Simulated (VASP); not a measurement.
Consider the following.

```
Pb
1.0
    0.00000     2.53669     2.53669
    2.53669     0.00000     2.53669
    2.53669     2.53669     0.00000
Pb
1
Direct
  0.00000   0.00000   0.00000
```

All values below come from revPBE GGA, VASP's PBE PAW potentials (set 64) (plane waves; VASP 6.6.1). Settings: 520 eV cut-off, Gaussian smearing of 0.050 eV, potentials Pb_d.

Question: Give the energies of bands 6 to 9 at the high-symmetry points, in eV from the Fermi level.

Answer: 
```tsv
band	Γ	X	U	L	W
6	-11.32	-6.86	-6.93	-8.11	-6.77
7	6.82	-3.04	-2.12	-3.90	-1.28
8	6.82	1.93	-1.14	5.15	-1.28
9	6.82	1.93	2.78	5.15	0.27
```

It has no gap at this level: it comes out as a metal or semimetal.

The compound is Pb in the fcc structure. It was relaxed first, which changed the volume by +8 %.
